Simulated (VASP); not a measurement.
The input files of a VASP run:

POSCAR:
```
MgS
1
    0.0000000000     2.6520000000     2.6520000000
    2.6520000000     0.0000000000     2.6520000000
    2.6520000000     2.6520000000     0.0000000000
Mg S
1 1
Direct
  0.0000000000   0.0000000000   0.0000000000
  0.5000000000   0.5000000000   0.5000000000
```

**INCAR**
```
SYSTEM = MgS
PREC = Accurate
ENCUT = 520
EDIFF = 1E-6
NELM = 60
ALGO = Normal
LREAL = .FALSE.
LASPH = .TRUE.
ISMEAR = 0
SIGMA = 0.05
GGA = PE
LWAVE = .FALSE.
LCHARG = .FALSE.
ISIF = 2
```

File KPOINTS:
```
Automatic mesh
0
Gamma
7 7 7
0 0 0
```

POTCAR, in this order: S Mg (PBE.64 set). Program: vasp_std.

Task: What happens when VASP runs on this input?

Result: There is a fault: POTCAR lists the elements in another order than POSCAR. The run ends without an error. Against the sound run, the pressure is nearly the same; the band gap stays essentially unchanged.

### standard output
```
 POSCAR found type information on POSCAR MgS
 POSCAR found :  2 types and       2 ions
 Reading from existing POTCAR
 Reading from existing POTCAR
 WARNING: type information on POSCAR and POTCAR are incompatible
 POTCAR overwrites the type information in POSCAR
 typ   1 type information:  Mg S
 WARNING: type information on POSCAR and POTCAR are incompatible
 POTCAR overwrites the type information in POSCAR
 typ   2 type information:  S  Mg
 LDA part: xc-table for (Slater+PW92), standard interpolation
 POSCAR, INCAR and KPOINTS ok, starting setup
 WAVECAR not read
 entering main loop
       N       E                     dE             d eps       ncg     rms          rms(c)
DAV:   1     0.181335453588E+02    0.18134E+02   -0.33388E+03   320   0.797E+02
DAV:   2    -0.779179971023E+01   -0.25925E+02   -0.24792E+02   408   0.100E+02
DAV:   3    -0.891406417281E+01   -0.11223E+01   -0.11223E+01   416   0.244E+01
DAV:   4    -0.891752647081E+01   -0.34623E-02   -0.34623E-02   504   0.167E+00
DAV:   5    -0.891753189321E+01   -0.54224E-05   -0.54224E-05   424   0.557E-02    0.418E+00
DAV:   6    -0.852823530364E+01    0.38930E+00   -0.10418E+00   344   0.495E+00    0.327E+00
DAV:   7    -0.848631366777E+01    0.41922E-01   -0.23760E-01   408   0.256E+00    0.220E+00
DAV:   8    -0.848586506169E+01    0.44861E-03   -0.14650E-02   376   0.101E+00    0.846E-01
DAV:   9    -0.848565375219E+01    0.21131E-03   -0.59344E-04   400   0.190E-01    0.293E-01
DAV:  10    -0.848569260012E+01   -0.38848E-04   -0.16967E-04   424   0.837E-02    0.107E-02
DAV:  11    -0.848569143097E+01    0.11691E-05   -0.18530E-05   400   0.227E-02    0.142E-02
DAV:  12    -0.848569135256E+01    0.78409E-07   -0.40084E-07   208   0.542E-03
   1 F= -.84856914E+01 E0= -.84856914E+01  d E =-.401819E-15
```

File OUTCAR:
```
------------------------ aborting loop because EDIFF is reached ----------------------------------------
  FORCE on cell =-STRESS in cart. coord.  units (eV):
  Direction    XX          YY          ZZ          XY          YZ          ZX
  --------------------------------------------------------------------------------------
  Total       -0.7305048     -0.7305048     -0.7305048     -0.0000000      0.0000000     -0.0000000
  in kB      -31.3749563    -31.3749563    -31.3749563     -0.0000000      0.0000000     -0.0000000
  external PRESSURE =     -31.3749563 kB  Pullay stress =       0.0000000 kB
  volume of cell :       37.30
      direct lattice vectors                 reciprocal lattice vectors
     0.000000000  2.652000000  2.652000000    -0.188536953  0.188536953  0.188536953
     2.652000000  0.000000000  2.652000000     0.188536953 -0.188536953  0.188536953
     2.652000000  2.652000000  0.000000000     0.188536953  0.188536953 -0.188536953
 POSITION                                       TOTAL-FORCE (eV/Angst)
 -----------------------------------------------------------------------------------
      0.00000      0.00000      0.00000         0.000000      0.000000      0.000000
      2.65200      2.65200      2.65200         0.000000      0.000000      0.000000
 -----------------------------------------------------------------------------------
    total drift:                               -0.000000      0.000000      0.000000
  FREE ENERGIE OF THE ION-ELECTRON SYSTEM (eV)
  ---------------------------------------------------
  free  energy   TOTEN  =        -8.4856913526 eV

  energy  without entropy=       -8.4856913526  energy(sigma->0) =       -8.48569135
```
(Selected blocks of OUTCAR.)

To mend it, use POTCAR Mg S of the PBE.64 set.

The mended run (PBE GGA, plane waves, VASP's PBE PAW potentials (set 64)) converges, and its OSZICAR ends with
```
   1 F= -.84856914E+01 E0= -.84856914E+01  d E =-.398425E-15
```

The compound is MgS in the rock salt structure. The cell was not relaxed at this level.
